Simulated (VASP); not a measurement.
## Ca3ZrN3: density of states with PBE

The system is Ca3ZrN3.

```
Ca Zr N
1.0
     4.80015    0.00000    0.00000
     0.00000    4.80015    0.00000
     0.00000    0.00000    4.80015
Ca Zr N
3 1 3
Direct
  0.00000 0.50000 0.50000
  0.50000 0.00000 0.50000
  0.50000 0.50000 0.00000
  0.00000 0.00000 0.00000
  0.50000 0.00000 0.00000
  0.00000 0.50000 0.00000
  0.00000 0.00000 0.50000
```

The cell was built by a generator and needn't be a form met in nature.

```
Program                 : VASP 6.6.1
Task                    : density of states
Functional              : PBE
Potentials or basis     : VASP PAW PBE potentials, release 64 (Ca_sv, Zr_sv, N)
Cutoff                  : 520 eV
k mesh                  : 6 × 6 × 6
Occupations             : gaussian, width 0.1 eV
Spin                    : no spin polarisation
k mesh for the DOS      : 9 × 9 × 9
Occupations for the DOS : tetrahedron
Further INCAR settings  : ALGO = Normal; EDIFF = 1e-07; NBANDS = 38
```

The valence electrons inside the program's atomic spheres are Ca 8.30; Zr 9.53; N 3.63.

Levels at points of the mesh, in eV from the Fermi level:
```
           k point  band 25  band 26  band 27  band 28  band 29  band 30  band 31  band 32  band 33  band 34
(0.00, 0.00, 0.00)    -0.83    -0.83    -0.62    -0.62    -0.62    -0.02    -0.02    -0.02     3.21     3.21
```

States per cell in windows of 1 eV (zero at the Fermi level; states under -8 eV left out):
| from (eV) | total | Zr4_d | N5_p | N6_p | N7_p | Ca1_d | Ca2_d |
| --- | --- | --- | --- | --- | --- | --- | --- |
| -8.0 | 0.00 | 0.00 | 0.00 | 0.00 | 0.00 | 0.00 | 0.00 |
| -7.0 | 0.00 | 0.00 | 0.00 | 0.00 | 0.00 | 0.00 | 0.00 |
| -6.0 | 0.00 | 0.00 | 0.00 | 0.00 | 0.00 | 0.00 | 0.00 |
| -5.0 | 0.40 | 0.01 | 0.04 | 0.04 | 0.04 | 0.01 | 0.01 |
| -4.0 | 4.41 | 0.48 | 0.48 | 0.48 | 0.48 | 0.04 | 0.04 |
| -3.0 | 6.21 | 0.48 | 0.78 | 0.78 | 0.78 | 0.07 | 0.07 |
| -2.0 | 6.80 | 0.30 | 0.99 | 0.99 | 0.99 | 0.17 | 0.17 |
| -1.0 | 1.24 | 0.02 | 0.08 | 0.08 | 0.08 | 0.06 | 0.06 |
| 0.0 | 1.67 | 0.26 | 0.04 | 0.04 | 0.04 | 0.08 | 0.08 |
| 1.0 | 1.89 | 0.61 | 0.07 | 0.07 | 0.07 | 0.10 | 0.10 |
| 2.0 | 5.54 | 1.28 | 0.18 | 0.18 | 0.18 | 0.47 | 0.47 |
| 3.0 | 4.59 | 1.48 | 0.08 | 0.08 | 0.08 | 0.40 | 0.40 |
| 4.0 | 3.72 | 0.97 | 0.07 | 0.07 | 0.07 | 0.40 | 0.40 |
| 5.0 | 1.67 | 0.20 | 0.05 | 0.05 | 0.05 | 0.24 | 0.24 |
| 6.0 | 0.00 | 0.00 | 0.00 | 0.00 | 0.00 | 0.00 | 0.00 |
| 7.0 | 0.00 | 0.00 | 0.00 | 0.00 | 0.00 | 0.00 | 0.00 |

Wall time 86 s on 2 MPI ranks on Intel(R) Xeon(R) Platinum 8488C (Sapphire Rapids), with other jobs on the host, peak memory 0.26 GiB a rank.
